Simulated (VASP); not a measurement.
ZnO: stress against strain

ZnO (wurtzite, P6_3mc, 12.401 Å³/atom and stress up to 0.16 GPa in the relaxed cell, c along z) under an equal strain ε along x and y, with z held. PBE in VASP (plane waves, PAW), 600 eV, 12×12×6 Γ-centred mesh, Gaussian smearing 0.05 eV; ions are relaxed, or left where forces stay under 0.02 eV/Å, within the symmetry of each cell. Stress is positive for a compressed cell.

Here s stands for strain and y for stress xx.

| strain (%) | stress xx (GPa) |
|---|---|
| -3.00 | ? |
| -1.50 | 4.61 |
| -1.00 | 2.99 |
| -0.50 | 1.43 |
| 0.00 | 0.04 |
| 0.50 | -1.52 |
| 1.00 | -2.90 |
| 1.50 | -4.26 |

Q: Fit y against s with a straight line, and predict the withheld value at s = -3.00.

A: Means: s 0, y 0.056. About the means, the sum of products is -20.670 and the sum of squares of s is 7.0000; the slope is their ratio. Least squares gives y = 0.056 - 2.9529·s. Residuals (row less fit): 0.125, -0.019, -0.102, -0.016, -0.100, -0.003, 0.113; standard error 0.099 (degrees of freedom: 5). The slope gives the elastic constants C11 + C12 = 295 ± 4 GPa (± standard error of the fit, which holds the terms cut off). At the withheld row, y = 0.056 - 2.9529 × (-3.0) = 8.915 GPa. The calculation gives 9.83 GPa, 0.915 GPa above the prediction (6.5 % of the range of y in the table). The row lies outside the fitted rows, so this is an extrapolation. From the scatter of the fitted rows alone, a prediction at this place has a standard error of 0.155 GPa, so the miss is 5.9 times that.

A polynomial of degree 2 through the 12 other runs of the series gives 9.81 there, so most of the miss is curvature that the fit leaves out. Rows are the converged runs of the series near zero and its far end; series whose fitted rows scatter by over a few per cent of the range, as at a crossing or softening among them, aren't shown in this form, nor equations of state whose B0' disagrees with the runs' pressures. Most that stay on the fit to the last digits aren't either.
